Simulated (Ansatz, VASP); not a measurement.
# Li5Sc in two plane-wave programs, part 2 of 2

One calculation is typed for both programs; each brings its own data sets. How far apart do they land? The cell is generated by rule, not measured, and may not be a known phase. The cell is taken from a series of runs on this material, whose earlier steps may have relaxed, scaled, displaced or heated it; both programs get it as it stands.

VASP 6.6.1 and Ansatz 0.2.0.

So far: Starting point; VASP: relaxation of cell and atoms, LDA.

The structure was built from a prototype and need not be the compound's stable phase.

**3. Ansatz: relaxation of cell and atoms, LDA**

Level of this step: Ansatz beside VASP: Kohn-Sham DFT, plane waves, LDA (Ansatz).

Ansatz runs on norm-conserving files, of PseudoDojo where its log says so.

The same cell, functional (in two slightly different forms), mesh and smearing now go to Ansatz, which takes its cutoff from its data sets.

File input.yaml:

```yaml
crystal:
  lattice:
    - [5.4598058062, -3.3003e-06, 0.0]
    - [-2.729900045, 4.7283321781, 0.0]
    - [0.0, 0.0, 4.4049674162]
  atoms:
    - { symbol: Sc, position: [0.0, 0.0, 0.0] }
    - { symbol: Li, position: [0.5, 0.0, 0.5] }
    - { symbol: Li, position: [0.5, 0.5, 0.5] }
    - { symbol: Li, position: [0.0, 0.5, 0.5] }
    - { symbol: Li, position: [0.3333333333, 0.6666666667, 0.0] }
    - { symbol: Li, position: [0.6666666667, 0.3333333333, 0.0] }
kpoints:
  mp_grid: { grid: [6, 6, 8] }
hamiltonian:
  xc: lda
  pseudopotentials: { kind: nc }
scf:
  occupations: { method: methfessel_paxton, width: 0.15 }
output:
  forces: true
  stress: true
  eigenvalues: true
relax:
  adjacent_minimum: "off"
  f_tol: 0.001
  max_steps: 60
  cell: { stress_tol: 0.01 }
```

Started as:

```bash
$ ansatz run input.yaml --threads 8 --pin off --max-ram 14336MiB --backend cpu --events-out ev --progress --plain --runs-dir out
```

Numbers of over 12 decimals in the logs are rounded to 6 here.

The program printed:

```text
Engine: ansatz 0.2.0, aarch64-unknown-linux-gnu
Pseudopotentials: kind: nc
Pseudopotential: Sc, nc, valence charge 11, recommended cutoff 1061.244064 eV (normal), Sc.nc.azcp (PseudoDojo's, or run here from an input of PseudoDojo's: the run reads no file of this project's for it)
Pseudopotential: Li, nc, valence charge 3, recommended cutoff 1006.821291 eV (normal), Li.nc.azcp (PseudoDojo's, or run here from an input of PseudoDojo's: the run reads no file of this project's for it)
Functional definition: SPW92
  exchange = slater_x
  correlation = pw_c
Crystal: 6 atoms, lattice volume = 113.718 Å³
Basis set: ecut = 1061.244064 eV, 8969 PW (Γ)
Bands: 19, of which v1, the nominal top of the filled ones, is band 13 counted from 1 (12 counted from 0)
Symmetry: 24 space group operations
Space group: P6/mmm (ITA 191), of the structure as read, at distance tolerance 4.8e-5 Å
k-points: 35 of 288
Non-local potential: Sc, projectors of the file, l = 0: 2, l = 1: 2, l = 2: 2
Non-local potential: Li, projectors of the file, l = 0: 2, l = 1: 2
Initial density: superposition of atomic densities (chi_scale 0.1, normalization cell, long waves kept (reshape's long-wave potential 0.00 eV rms))
Initial wavefunctions: pseudopotential atomic-orbital guess
Functional: x = slater, c = lda
SCF iter   1: F=—  HF=-2284.771477 eV  |F-HF|=—  |Δ(HF+E_count)|=         —  Δρ=4.56e-2  dr2=8.04e0  ethr=3.10e-3  ⟨swp⟩=5.8  Hψ=3376  notcnv=0
preconditioner: auto → Kerker (q_TF=auto, 2.133 Å⁻¹)  [metal: Δε(μ)=0.047 eV  Ē_g=3.276 eV  σ=0.150 eV  W_gap=0.26  n_scr=20 (ndim 8)  ℏωp=9.8 eV  f_vac=0.000  D(μ)=4.07/eV (n_scr^D=26)]
SCF iter   2: F=—  HF=-2283.148311 eV  |F-HF|=—  |Δ(HF+E_count)|=    1.62e0  S|Δr|=    0.00e0  Δρ=1.62e-2  dr2=1.20e0  ethr=3.10e-3  ⟨swp⟩=3.1  Hψ=1778  notcnv=0  defer=19
SCF iter   3: F=—  HF=-2282.948314 eV  |F-HF|=—  |Δ(HF+E_count)|=   2.00e-1  S|Δr|=    0.00e0  Δρ=1.11e-2  dr2=1.54e-1  ethr=3.10e-3  ⟨swp⟩=3.0  Hψ=1071  notcnv=0  defer=19
SCF iter   4: F=—  HF=-2282.965280 eV  |F-HF|=—  |Δ(HF+E_count)|=   1.70e-2  S|Δr|=    0.00e0  Δρ=1.04e-2  dr2=3.37e-1  ethr=5.92e-4  ⟨swp⟩=3.0  Hψ=1510  notcnv=0  defer=11
SCF iter   5: F=—  HF=-2282.927774 eV  |F-HF|=—  |Δ(HF+E_count)|=   3.75e-2  S|Δr|=    0.00e0  Δρ=5.20e-3  dr2=8.46e-2  ethr=5.92e-4  ⟨swp⟩=1.7  Hψ=848  notcnv=0  defer=3
SCF iter   6: F=—  HF=-2282.917150 eV  |F-HF|=—  |Δ(HF+E_count)|=   1.06e-2  S|Δr|=    0.00e0  Δρ=1.78e-3  dr2=9.65e-3  ethr=3.25e-4  ⟨swp⟩=1.6  Hψ=694  notcnv=0  defer=3
SCF iter   7: F=—  HF=-2282.915995 eV  |F-HF|=—  |Δ(HF+E_count)|=   1.15e-3  S|Δr|=    0.00e0  Δρ=5.66e-5  dr2=8.48e-6  ethr=3.71e-5  ⟨swp⟩=1.7  Hψ=742  notcnv=0  defer=3
SCF iter   8: F=—  HF=-2282.916130 eV  |F-HF|=—  |Δ(HF+E_count)|=   1.35e-4  S|Δr|=    0.00e0  Δρ=6.57e-5  dr2=9.91e-6  ethr=3.26e-8  ⟨swp⟩=2.2  Hψ=1190  notcnv=0  defer=3
SCF iter   9: F=—  HF=-2282.916129 eV  |F-HF|=—  |Δ(HF+E_count)|=   1.29e-6  S|Δr|=    0.00e0  Δρ=2.00e-5  dr2=1.04e-6  ethr=3.26e-8  ⟨swp⟩=1.7  Hψ=703  notcnv=0  defer=3
SCF iter  10: F=-2282.916129 eV  HF=-2282.916129 eV  |F-HF|=7.67e-9  |Δ(HF+E_count)|=   1.50e-7  S|Δr|=    0.00e0  Δρ=3.04e-6  dr2=8.92e-9  ethr=3.85e-10  ⟨swp⟩=5.1  Hψ=2884  notcnv=0
SCF 1 converged in 10 iterations: F = -2282.916129 eV  dr2 = 8.92e-9
relax step   1: F+E_penalty+E_count = -2282.91612866 eV  Δ(F+E_penalty+E_count) = +0.000e0 eV  max|allowed force component| = 4.626e-18 eV/Å  Δτ_max = 0.0000 Å  P = -0.008 GPa  Ω = 113.718 Å³  (10 SCF iters, dr2 threshold 1.00e-7 eV, accepted)
[...]
relax step   2: F+E_penalty+E_count = -2282.91613330 eV  Δ(F+E_penalty+E_count) = -4.641e-6 eV  max|allowed force component| = 5.252e-18 eV/Å  Δτ_max = 0.0000 Å  P = +0.001 GPa  Ω = 113.678 Å³  energy of the carried Pulay correction = +2.995e-6 eV  (5 SCF iters, dr2 threshold 3.04e-10 eV, accepted)
[...]
relax step   3: F+E_penalty+E_count = -2282.91613093 eV  Δ(F+E_penalty+E_count) = +2.378e-6 eV  max|allowed force component| = 4.626e-18 eV/Å  Δτ_max = 0.0000 Å  P = +0.001 GPa  Ω = 113.678 Å³  stress off target by 3.68e-3 GPa  SCF on the basis re-selected at this cell (its energy is not comparable with the rows above)  (6 SCF iters)
basis re-selected at this cell: Δ(F+E_penalty+E_count) = +2.378e-6 eV, ΔP = -0.000 GPa vs the last step (what re-selecting the basis moved, of the pressure what is left beyond the Pulay correction that the steps carried, after the strain that the cell walked since its last selection, with what the two solves' SCF thresholds leave and, on support functions, any second-order correction that the steps lacked; it is no m [...]
SCF converged after 6 iterations
Stability not checked: this state was not tested for a lower state beside it, because cold or Methfessel-Paxton smearing, or corrected tetrahedra, fill the levels in a way that the test cannot read (fill_not_monotonic; see scf.lower_state_search)
Free energy (F): -2282.916131 eV
Harris-Foulkes:  -2282.916131 eV  (|F-HF|=0.00e0)
Internal energy: -2282.920973 eV  (E = F + TS)
E sigma→0 (E₀):  -2282.917342 eV
Entropy (-TS):   0.004842 eV (0.807 meV/atom)
Fermi energy:    2.871195 eV
--- Per-component energies (eV) ---
  E_band       = -659.487381
  E_kinetic    = 1184.859077
  E_local      = -1996.347143  (includes V_loc(G=0)·N_el)
  E_nonlocal   = -557.128436
  E_hartree    = 606.124523
  E_xc         = -431.835730
  E_vxc        = -503.119880  (∫ρ·V_xc dr)
  E_ewald      = -1088.593264
  E_smearing   = 0.004842  (= −TS)
  E_closure    = 0.000000  (closes the sum)
  Σ components = -2282.916131   (vs F -2282.916131, Δ=0.00e0)
--- Forces (eV/Å), atoms counted from 1 ---
  atom   1  Sc     0.00000000     0.00000000     0.00000000
  atom   2  Li     0.00000000     0.00000000     0.00000000
  atom   3  Li    -0.00000000     0.00000000     0.00000000
  atom   4  Li     0.00000000     0.00000000     0.00000000
  atom   5  Li     0.00000000     0.00000000    -0.00000000
  atom   6  Li    -0.00000000    -0.00000000     0.00000000
  max |Σ_I F_I| component: 1.73e-18 eV/Å
--- Stress (GPa, compression-positive) ---
       -0.001050       0.000000       0.000000
        0.000000      -0.001050       0.000000
        0.000000       0.000000       0.003676
  P = ⅓ Tr σ = 0.0005 GPa (0.005 kbar)
--- Band table (eV; the first three rows and the last of 35) ---
  k-point 0: bands = [... 9 lower, -1.0852, 2.7051, 2.7051, 3.1416, 3.4506, 3.7601, 3.7770, 3.7770, ... 2 higher]
  k-point 1: bands = [... 9 lower, -0.9887, 2.7161, 2.7161, 2.8240, 3.4400, 3.5202, 3.5202, 3.7985, ... 2 higher]
  k-point 2: bands = [... 9 lower, -0.7055, 2.0703, 2.7433, 2.7433, 3.2594, 3.2594, 3.4144, 4.0286, ... 2 higher]
  k-point 34: bands = [... 9 lower, 1.7661, 1.7661, 1.8282, 2.0326, 2.0326, 2.4216, 4.0233, 4.0233, ... 2 higher]
--- Relaxed structure (2 steps of the walk, 2 accepted, 1 SCFs on fresh bases) ---
  F+E_penalty+E_count = -2282.91613093 eV   max|allowed force component| = 4.626e-18 eV/Å   (the final SCF, on the basis selected at the relaxed cell)
  cell:  # Å, volume = 113.6781 Å³
    - [5.458773, -3.299650401514911e-6, 0.0]
    - [-2.729384, 4.727438, 0.0]
    - [0.0, 0.0, 4.405103]
  atoms:
    - { symbol: Sc, position: [0, 0, 0.0] }
    - { symbol: Li, position: [0.500000, 0, 0.5] }
    - { symbol: Li, position: [0.5, 0.500000, 0.5] }
    - { symbol: Li, position: [5.551115123125783e-17, 0.5, 0.5] }
    - { symbol: Li, position: [0.333333, 0.666667, 0.0] }
    - { symbol: Li, position: [0.666667, 0.333333, 0.0] }
```

**4. Differences**

Known differences besides the potentials themselves: the two LDA forms differ slightly; the cutoff is 1061.24 eV in Ansatz and 750 eV in VASP; VASP's log shows a relativistic correction to its local exchange, Ansatz's none; Ansatz adds a Pulay correction to the stress that steers its cell, VASP none. Total energies have different zeros and are not compared.

The two programs side by side:

```csv
quantity,Ansatz,VASP,difference
volume (Å³),113.68,112.92,+0.67 %
"edge a after relaxation, in the typed setting (Å)",5.459,5.447,+0.22 %
"edge c after relaxation, in the typed setting (Å)",4.405,4.395,+0.23 %
```

**5. Outcome**

```
difference in volume (relaxation of cell and atoms, LDA) : 0.67 %
```

**Reading.** The difference in volume is 0.67 % (relaxation of cell and atoms, LDA), within the 1.2 % picked in this series as the mark of a large difference, as far as the stopping tolerances let one tell. Such differences can come from data sets, numerical settings and the points named under the comparisons, not from the functional's error against experiment.

[Lines on the potential files, build, host, timing and source positions are cut from VASP's logs without a mark.]

[Logs are printed without paths, hosts, clocks, repeated set-up lines and the standing remarks that a program may print on its own settings, such as how far it seeks lower states.]

[Hosts, paths, dates, database ids (printed as entryN), source tags and the programs' standing remarks are cut or masked in the printed files.]
